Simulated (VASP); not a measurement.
Input for VASP

### KPOINTS
```
K-points
0
G
 8 8 8
```

### POSCAR
```
CdS
1
    0.0000000000     3.0006269802     2.9132300778
    3.0006269802     0.0000000000     2.9132300778
    3.0006269802     3.0006269802     0.0000000000
Cd S
1 1
Direct
  0.0000000000   0.0000000000   0.0000000000
  0.2500000000   0.2500000000   0.2500000000
```

### INCAR
```
! general
SYSTEM   =  CdS
PREC     =  Accurate
ENCUT    =  480
LREAL    =  .False.
LASPH    =  .True.   ! aspherical one-centre terms

! electronic loop
EDIFF    =  1E-7
NELM     =  100   ! most electronic steps
ALGO     =  Normal   ! blocked Davidson
LMAXMIX  =  4   ! l cut-off of mixed one-centre charges

! smearing
ISMEAR   =  0   ! Gaussian
SIGMA    =  0.05   ! width (eV)

! functional
GGA      =  PS

! ions
IBRION   =  2   ! conjugate gradients
NSW      =  30   ! most ionic steps
ISIF     =  2   ! forces and stress, cell fixed
EDIFFG   =  -0.01

! output
LWAVE    =  .False.
LCHARG   =  .False.
```

POTCAR, in this order: Cd S (PBE.64 set). Program: vasp_std.

**Question.** Translate this PBEsol calculation to Ansatz.

**Answer.** One equivalent input (not run):
Ansatz 0.2 input:
```yaml
crystal:
  lattice:
    - [0.0000000, 3.0006270, 2.9132301]
    - [3.0006270, 0.0000000, 2.9132301]
    - [3.0006270, 3.0006270, 0.0000000]
  atoms:
    - { symbol: Cd, position: [0.0000000, 0.0000000, 0.0000000] }
    - { symbol: S, position: [0.2500000, 0.2500000, 0.2500000] }
kpoints:
  mp_grid: { grid: [8, 8, 8] }
hamiltonian:
  xc: pbesol
  pseudopotentials: { kind: paw }
scf:
  occupations: { method: gaussian, width: 0.05 }
  max_iter: 100
relax:
  max_steps: 30
  f_tol: 0.01
output: { forces: true, stress: true, eigenvalues: true }
```
The two are equivalent in intent, not identical: each code has its own PAW files, so the cut-off isn't converted (ENCUT is set for VASP's; basis.ecutwfc is left out, and Ansatz then takes the one that its files recommend); Ansatz stops its SCF on the density residual and VASP on the energy change (EDIFF).

The compound is CdS in the zinc blende structure, a metastable form; wurtzite is the usual one. This cell was strained or had an atom moved on purpose.
